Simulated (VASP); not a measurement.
Level of theory: PBEsol GGA, VASP's PBE PAW potentials (set 64) (plane waves; VASP 6.6.1).

Input for VASP

### KPOINTS
```
Automatic mesh
0
Gamma
8 8 5
0 0 0
```

### INCAR
```
SYSTEM = PdTe
PREC = Accurate; ENCUT = 400; LREAL = .FALSE.
LASPH = .TRUE.
EDIFF = 1E-6; NELM = 100; ALGO = Normal
LMAXMIX = 4
ISMEAR = 1; SIGMA = 0.1
GGA = PS
IBRION = 2; NSW = 60; ISIF = 3
EDIFFG = -0.02
LWAVE = .FALSE.; LCHARG = .FALSE.
```

**POSCAR**
```
PdTe
1
    4.1550808909     0.0000000000     0.0000000000
   -2.0775404454     3.5984060441    -0.0000000000
   -0.0000000000    -0.0000000000     5.6189157827
Pd Te
2 2
Direct
  0.0000000000   0.0000000000   0.0000000000
  0.0000000000   0.0000000000   0.5000000000
  0.3333330000   0.6666670000   0.2500000000
  0.6666670000   0.3333330000   0.7500000000
```

POTCAR, in this order: Pd Te (PBE.64 set). Program: vasp_std.

Output

File OSZICAR:
```
       N       E                     dE             d eps       ncg     rms          rms(c)
DAV:   1     0.149673888930E+03    0.14967E+03   -0.12048E+04  1208   0.113E+03
DAV:   2    -0.136243926201E+02   -0.16330E+03   -0.15557E+03  1424   0.247E+02
DAV:   3    -0.206887231779E+02   -0.70643E+01   -0.68392E+01  1420   0.504E+01
DAV:   4    -0.208102418455E+02   -0.12152E+00   -0.12111E+00  1412   0.729E+00
DAV:   5    -0.208125231057E+02   -0.22813E-02   -0.22809E-02  1408   0.932E-01    0.166E+01
DAV:   6    -0.205847774980E+02    0.22775E+00   -0.81472E-01  1276   0.881E+00    0.976E+00
DAV:   7    -0.205412872995E+02    0.43490E-01   -0.35570E-01  1268   0.590E+00    0.271E+00
DAV:   8    -0.204994719258E+02    0.41815E-01   -0.16862E-01  1240   0.432E+00    0.113E+00
DAV:   9    -0.204998780416E+02   -0.40612E-03   -0.68115E-03  1320   0.496E-01    0.789E-01
DAV:  10    -0.204994207964E+02    0.45725E-03   -0.45917E-03  1252   0.577E-01    0.288E-01
DAV:  11    -0.204991322307E+02    0.28857E-03   -0.41259E-04  1300   0.220E-01    0.217E-01
DAV:  12    -0.204990931804E+02    0.39050E-04   -0.12504E-04  1312   0.779E-02    0.763E-02
DAV:  13    -0.204990863888E+02    0.67916E-05   -0.87276E-06  1336   0.227E-02    0.278E-02
DAV:  14    -0.204990830272E+02    0.33616E-05   -0.60563E-06  1236   0.242E-02    0.100E-02
DAV:  15    -0.204990825655E+02    0.46167E-06   -0.17369E-06   624   0.109E-02
   1 F= -.20499083E+02 E0= -.20499270E+02  d E =-.204991E+02
       N       E                     dE             d eps       ncg     rms          rms(c)
DAV:   1    -0.205001380236E+02   -0.10550E-02   -0.27930E-02  1212   0.136E+00    0.214E-01
DAV:   2    -0.204993886231E+02    0.74940E-03   -0.37730E-03  1280   0.645E-01    0.906E-02
DAV:   3    -0.204992233830E+02    0.16524E-03   -0.34365E-04  1276   0.206E-01    0.525E-02
DAV:   4    -0.204991859213E+02    0.37462E-04   -0.92503E-05  1272   0.567E-02    0.209E-02
DAV:   5    -0.204991801745E+02    0.57468E-05   -0.14594E-05  1356   0.293E-02    0.205E-02
DAV:   6    -0.204991795431E+02    0.63135E-06   -0.19073E-06   748   0.122E-02
   2 F= -.20499180E+02 E0= -.20499400E+02  d E =-.969776E-04
```

**OUTCAR**
```
------------------------ aborting loop because EDIFF is reached ----------------------------------------
  FORCE on cell =-STRESS in cart. coord.  units (eV):
  Direction    XX          YY          ZZ          XY          YZ          ZX
  --------------------------------------------------------------------------------------
  Total       -0.0650443     -0.0650443     -0.0055031     -0.0000000      0.0000000      0.0000000
  in kB       -1.2384611     -1.2384614     -0.1047798     -0.0000000      0.0000000      0.0000000
  external PRESSURE =      -0.8605674 kB  Pullay stress =       0.0000000 kB
  volume of cell :       84.15
      direct lattice vectors                 reciprocal lattice vectors
     4.154990521 -0.000000000  0.000000000     0.240674436  0.138953433 -0.000000000
    -2.077495260  3.598327781  0.000000000     0.000000000  0.277906867 -0.000000000
     0.000000000  0.000000000  5.628160898    -0.000000000 -0.000000000  0.177677934
 POSITION                                       TOTAL-FORCE (eV/Angst)
 -----------------------------------------------------------------------------------
      0.00000      0.00000      5.62816         0.000000      0.000000      0.000000
      0.00000      0.00000      2.81408         0.000000     -0.000000      0.000000
     -0.00000      2.39889      1.40704         0.000000      0.000000      0.000000
      2.07750      1.19944      4.22112        -0.000000     -0.000000     -0.000000
 -----------------------------------------------------------------------------------
    total drift:                               -0.000000      0.000000      0.000000
  FREE ENERGIE OF THE ION-ELECTRON SYSTEM (eV)
  ---------------------------------------------------
  free  energy   TOTEN  =       -20.4991795431 eV

  energy  without entropy=      -20.4998406395  energy(sigma->0) =      -20.49939991

 reached required accuracy - stopping structural energy minimisation
```
(Selected blocks of OUTCAR.)

CONTCAR:
```
PdTe
   1.00000000000000
     4.1549905210099078   -0.0000000000000013    0.0000000000000000
    -2.0774952604549561    3.5983277814508781    0.0000000000000000
     0.0000000000000000    0.0000000000000000    5.6281608975536743
  Pd              Te
     2     2
Direct
     0.0000000000000000    0.0000000000000000    1.0000000000000000
     0.0000000000000000    0.0000000000000000    0.5000000000000000
     0.3333330000000032    0.6666669999999968    0.2500000000000000
     0.6666669999999968    0.3333330000000032    0.7500000000000000
```

The structure was generated: PdTe was put into the NiAs type type (P6_3/mmc), which need not be its known phase. This run relaxes it. Symmetry was kept, so distortions that lower it aren't found. The start is the result of an earlier pass.
